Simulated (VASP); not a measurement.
A convergence study with VASP on Sn (space group I4_1/amd): one setting is varied, all else stays as given below, so the limit is that of these other settings.

```xyz
2
Lattice="-2.9237 2.9237 1.5948 2.9237 -2.9237 1.5948 2.9237 2.9237 -1.5948" Properties=species:S:1:pos:R:3 pbc="T T T"
Sn     2.9237     0.0000     0.7974
Sn     0.0000     0.0000     0.0000
```

All values below come from PBE GGA, VASP's PBE PAW potentials (set 64) (plane waves; VASP 6.6.1). The tightest run used: 360 eV cut-off, 12×12×12 Γ-centred mesh, Gaussian smearing of 0.10 eV, potentials Sn_d.

### Question
The settings run are ENCUT = 150; ENCUT = 180; ENCUT = 210; ENCUT = 255; ENCUT = 360. From which on does the highest Γ mode stay within 5 cm⁻¹ of the tightest run?

### Answer
From ENCUT = 210 on: it is off by 0.8 there and by no more than 5 in any finer run, while ENCUT = 180 is off by 15.3.
| setting | highest Γ mode (cm⁻¹) | plane waves | difference judged (cm⁻¹) |
|---|---|---|---|
| ENCUT = 150 | 78.4 | 244 | 54.4 |
| ENCUT = 180 | 148.1 | 314 | 15.3 |
| ENCUT = 210 | 132.1 | 388 | 0.8 |
| ENCUT = 255 | 133.0 | 512 | 0.1 |
| ENCUT = 360 | 132.9 | 862 | 0.0 |

Left out are rungs that failed or repeat a setting and relaxations that didn't move; long series are thinned to 24 rows.

The structure is a typed Sn crystal (space group no. 141). The cell was not relaxed at this level.
